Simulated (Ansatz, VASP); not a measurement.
**One calculation of Sr2MgAl3, two programs**

```
Sr Mg Al
1.0
     6.07827    0.00000    0.00000
    -3.03914    5.26394    0.00000
     0.00000    0.00000    5.73367
Sr Mg Al
2 1 3
Direct
  0.33333 0.66667 0.00000
  0.66667 0.33333 0.00000
  0.00000 0.00000 0.00000
  0.50000 0.00000 0.50000
  0.50000 0.50000 0.50000
  0.00000 0.50000 0.50000
```

Alike in both runs: functional PBE; k mesh 6 × 6 × 8; occupations gaussian, width 0.1 eV; no spin polarisation.

Ansatz relaxed the structure, and its values are those at the end. VASP's run is a single point on that final structure, the one shown.

|  | VASP | Ansatz |
| --- | --- | --- |
| version | VASP 6.6.1 | Ansatz 0.2.0 |
| potentials or method | VASP PAW PBE potentials, release 64 (Sr_sv, Mg, Al) | scalar-relativistic, plane waves, PAW |
| plane-wave cutoff (eV) | 520 | 420 |
| valence electrons in the cell | 31 | 39 |

```tsv
	VASP	Ansatz	Ansatz less VASP
gap on the k mesh at the Fermi level (eV)	none	none	-
pressure (GPa)	0.0	0.0	-0.02
```

A gap of «none» marks a metal or a gap that the smearing closes. The two sets of potentials don't hold the same shells in valence.
